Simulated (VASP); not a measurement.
GaCo:

```
CELL_PARAMETERS angstrom
2.84723 0.00000 0.00000
0.00000 2.84723 0.00000
0.00000 0.00000 2.84723
ATOMIC_POSITIONS crystal
Ga 0.50000 0.50000 0.50000
Co 0.00000 0.00000 0.00000
```

The cell comes from a database or a generator and needn't be the stable form of this composition.

| Property | Result |
| --- | --- |
| Program | VASP 6.6.1 |
| Task | relaxation of cell and atoms |
| Functional | PBE |
| Potentials or basis | VASP PAW PBE potentials, release 64 (Ga_d, Co) |
| Cutoff | 600 eV |
| k mesh | 6 × 6 × 6 |
| Occupations | gaussian, width 0.1 eV |
| Spin | collinear spin, typed start |
| Starting moments | [0.0, 0.31] μB |

At the start: pressure 7.0 GPa; volume 11.54 Å³/atom.

Q: How do energy, volume and symmetry change on relaxing?

A: Over 3 steps the energy falls by 8.9 meV/atom and the volume is 11.96 Å³/atom (+3.7 %); space group Pm-3m (No. 221, to 0.05 Å); moment 0.00 μB per cell.

Step by step:
| step | energy change (eV) | largest force (eV/Å) | pressure (GPa) | volume (Å³) |
| --- | --- | --- | --- | --- |
| 1 | 0.0000 | 0.0000 | 6.96 | 23.08 |
| 2 | -0.0014 | 0.0000 | -5.75 | 24.80 |
| 3 | -0.0177 | 0.0000 | 0.05 | 23.93 |

Final structure:
```yaml
crystal:
  lattice:
    - [2.88167, 0.00000, 0.00000]
    - [0.00000, 2.88167, 0.00000]
    - [0.00000, 0.00000, 2.88167]
  atoms:
    - { symbol: Ga, position: [0.50000, 0.50000, 0.50000] }
    - { symbol: Co, position: [0.00000, 0.00000, 0.00000] }
```

Caveat: the k mesh is coarse (spacing up to 0.37 Å⁻¹), so the values aren't converged.
